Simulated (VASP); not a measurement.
A convergence study with VASP on BaTiO$_{3}$ (tetragonal perovskite): one setting is varied, all else stays as given below, so the limit is that of these other settings.

```
CELL_PARAMETERS angstrom
      3.99000     0.00000     0.00000
      0.00000     3.99000     0.00000
      0.00000     0.00000     4.04000
ATOMIC_POSITIONS crystal
  Ba 0.00000 0.00000 0.00000
  Ti 0.50000 0.50000 0.51300
  O  0.50000 0.50000 0.97700
  O  0.00000 0.50000 0.48700
  O  0.50000 0.00000 0.48700
```

The numbers are results of PBE GGA, VASP's PBE PAW potentials (set 64) (plane waves; VASP 6.6.1), not measurements. The tightest run used: 700 eV cut-off, 10×10×10 Monkhorst-Pack mesh, Gaussian smearing of 0.050 eV, potentials Ba_sv Ti_sv O.

Task: The settings run are 1×1×1 mesh; 2×2×2 mesh; 3×3×3 mesh; 4×4×4 mesh; 5×5×5 mesh; 6×6×6 mesh; 7×7×7 mesh; 8×8×8 mesh; 9×9×9 mesh; 10×10×10 mesh. From which on does the energy per atom stay within 0.01 eV/atom of the tightest run?

Result: From 4×4×4 mesh on: it is off by 0.0016 there and by no more than 0.01 in any finer run, while 3×3×3 mesh is off by 0.0137.
```
setting        E (eV/atom)  pressure (GPa)  largest force (eV/Å)  irreducible k-points  difference judged (eV/atom)
-------------  -----------  --------------  --------------------  --------------------  ---------------------------
1×1×1 mesh         -4.8148           49.91                21.298                     1                       3.1867
2×2×2 mesh         -8.0586            4.02                 0.922                     1                       0.0571
3×3×3 mesh         -7.9877            4.57                 0.526                     6                       0.0137
4×4×4 mesh         -8.0031            4.37                 0.073                     6                       0.0016
5×5×5 mesh         -8.0012            4.38                 0.164                    18                       0.0003
6×6×6 mesh         -8.0015            4.39                 0.144                    18                       0.0000
7×7×7 mesh         -8.0015            4.39                 0.147                    40                       0.0000
8×8×8 mesh         -8.0015            4.39                 0.147                    40                       0.0000
9×9×9 mesh         -8.0015            4.39                 0.147                    75                       0.0000
10×10×10 mesh      -8.0015            4.39                 0.147                    75                       0.0000
```

Left out are rungs that failed or repeat a setting and relaxations that didn't move; long series are thinned to 24 rows.

The compound is BaTiO3 in the tetragonal perovskite structure. The cell was not relaxed at this level, forces remain on its atoms.
